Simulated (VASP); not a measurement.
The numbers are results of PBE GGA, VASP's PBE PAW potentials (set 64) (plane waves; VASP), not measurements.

Input for VASP

File KPOINTS:
```
Automatic mesh
0
G
  6 6 6
```

POSCAR:
```
KBr
1
    0.0000000000     3.3000000000     3.3000000000
    3.3000000000     0.0000000000     3.3000000000
    3.3000000000     3.3000000000     0.0000000000
K Br
1 1
Direct
  0.0000000000   0.0000000000   0.0000000000
  0.5000000000   0.5000000000   0.5000000000
```

### INCAR
```
SYSTEM = KBr
PREC = Accurate
ENCUT = 520
EDIFF = 1E-6
NELM = 100
ALGO = Normal
LREAL = .FALSE.
LASPH = .TRUE.
ISMEAR = 0
SIGMA = 0.05
GGA = PE
LMAXMIX = 4
LWAVE = .FALSE.
LCHARG = .FALSE.
IBRION = 2
ISIF = 3
NSW = 60
EDIFFG = -0.01
```

POTCAR, in this order: K_sv Br (PBE.64 set). Program: vasp_std.

### Question
What will the output report for the number of irreducible k-points (NKPTS), largest plane-wave count, number of space-group operations, FFT grid (NGX, NGY, NGZ)?

### Answer

```
Property                                      Result
--------------------------------------  ------------
number of irreducible k-points (NKPTS)            16
largest plane-wave count                        1964
number of space-group operations                  48
FFT grid (NGX, NGY, NGZ)                36 × 36 × 36
```

The compound is KBr in the rock salt structure. This run relaxes it. Symmetry was kept, so distortions that lower it aren't found.
